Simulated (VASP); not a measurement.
Consider the following.

```yaml
crystal:
  lattice:
    - [0.00000, 2.80177, 2.80177]
    - [2.80177, 0.00000, 2.80177]
    - [2.80177, 2.80177, 0.00000]
  atoms:
    - { symbol: Cd, position: [0.00000, 0.00000, 0.00000] }
    - { symbol: S, position: [0.25000, 0.25000, 0.25000] }
```

Calculation: PBEsol GGA, VASP's PBE PAW potentials (set 64) (plane waves; VASP). Run with 500 eV cut-off, 8×8×8 Γ-centred mesh, Gaussian smearing of 0.050 eV, potentials Cd S.

Problem. What does the run give for the energy per atom (σ→0), pressure, band gap (on the k-mesh) with the smallest direct gap where there is one?

Solution. 
```yaml
band gap (on the k-mesh): 1.25 eV
smallest direct gap (on the k-mesh): 1.25 eV
energy per atom (σ→0): -3327 meV/atom
pressure: 9.95 GPa
```

Only differences to runs with the same potentials and settings are physical.

The compound is CdS in the zinc blende structure, a metastable form; wurtzite is the usual one. It was relaxed first under an external pressure of 10 GPa.
